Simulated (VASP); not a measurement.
**MoRu: equation of state with PBEsol**

MoRu:

```
CELL_PARAMETERS angstrom
2.77741 0.00000 0.00000
-1.38871 2.40531 0.00000
0.00000 0.00000 4.46371
ATOMIC_POSITIONS crystal
Ru 0.33333 0.66667 0.50000
Mo 0.66667 0.33333 0.00000
```

The cell comes from a database or a generator and needn't be the stable form of this composition.

| Item | Value |
| --- | --- |
| Program | VASP 6.6.1 |
| Task | equation of state |
| Functional | PBEsol |
| Potentials or basis | VASP PAW PBE potentials, release 64 (Ru_pv, Mo_sv) |
| Cutoff | 520 eV |
| k mesh | 11 × 11 × 6 |
| Occupations | fermi-dirac, width 0.05 eV |
| Spin | no spin polarisation |
| Ladder | free |
| Further INCAR settings | ALGO = Normal; EDIFF = 1e-07; NBANDS = 21 |

```json
{"Equilibrium volume": "14.33 Å³/atom", "Bulk modulus at fixed shape and positions": "303 GPa", "Pressure derivative of the bulk modulus": "4.5"}
```

Energy against volume, from the lowest point:
```tsv
volume (Å³/atom)	energy (meV/atom)
14.015	6.83
14.314	0.00
14.612	4.99
14.910	20.53
15.208	45.47
15.506	78.79
15.805	119.58
```

All runs of the series together: 6.5 min on 1 thread of Intel(R) Xeon(R) Platinum 8375C CPU @ 2.90GHz (Ice Lake), with other jobs on the host.

Caveat: the cell was scaled at fixed shape and fractional positions, which overstates the stiffness of a crystal with free parameters, most of all of layers and chains; the PAW data sets were made with another functional, which shifts forces and pressure a little.
